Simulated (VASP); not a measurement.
VASP input:

File KPOINTS:
```
Automatic
0
G
9 9 5
0 0 0
```

INCAR:
```
SYSTEM=RuP
PREC=Accurate; ENCUT=400; LREAL=.False.
LASPH=.True.
EDIFF=1E-6; NELM=100; ALGO=Normal
LMAXMIX=4
ISMEAR=1; SIGMA=0.1
IBRION=2; NSW=60; ISIF=3
EDIFFG=-0.02
LWAVE=.False.; LCHARG=.False.
```

POSCAR:
```
RuP
1
    3.4206589329    -0.0000000000     0.0000000000
   -1.7103294664     2.9623772477     0.0000000000
    0.0000000000     0.0000000000     5.4004327537
Ru P
2 2
Direct
  0.0000000000   0.0000000000   0.0000000000
  0.0000000000   0.0000000000   0.5000000000
  0.3333330000   0.6666670000   0.2500000000
  0.6666670000   0.3333330000   0.7500000000
```

POTCAR, in this order: Ru_pv P (LDA.64 set). Program: vasp_std.

Q: Write an equivalent input for Ansatz.

A: One equivalent input (not run):
Ansatz 0.2 input:
```yaml
crystal:
  lattice:
    - [3.4206589, 0.0000000, 0.0000000]
    - [-1.7103295, 2.9623772, 0.0000000]
    - [0.0000000, 0.0000000, 5.4004328]
  atoms:
    - { symbol: Ru, position: [0.0000000, 0.0000000, 0.0000000] }
    - { symbol: Ru, position: [0.0000000, 0.0000000, 0.5000000] }
    - { symbol: P, position: [0.3333330, 0.6666670, 0.2500000] }
    - { symbol: P, position: [0.6666670, 0.3333330, 0.7500000] }
kpoints:
  mp_grid: { grid: [9, 9, 5] }
hamiltonian:
  xc: lda
  pseudopotentials: { kind: paw }
scf:
  occupations: { method: methfessel_paxton, width: 0.1 }
  max_iter: 100
relax:
  max_steps: 60
  f_tol: 0.02
  cell: {}
output: { forces: true, stress: true, eigenvalues: true }
```
Limits of the translation: each code has its own PAW files, so the cut-off isn't converted (ENCUT is set for VASP's; basis.ecutwfc is left out, and Ansatz then takes the one that its files recommend); Ansatz stops its SCF on the density residual and VASP on the energy change (EDIFF); Ansatz's lda is the Perdew-Wang form, while the LDA potentials of VASP carry Perdew-Zunger's.

The structure was generated: RuP was put into the NiAs type type (P6_3/mmc), which need not be its known phase. This run relaxes it. Symmetry was kept, so distortions that lower it aren't found. The start is the result of an earlier pass.
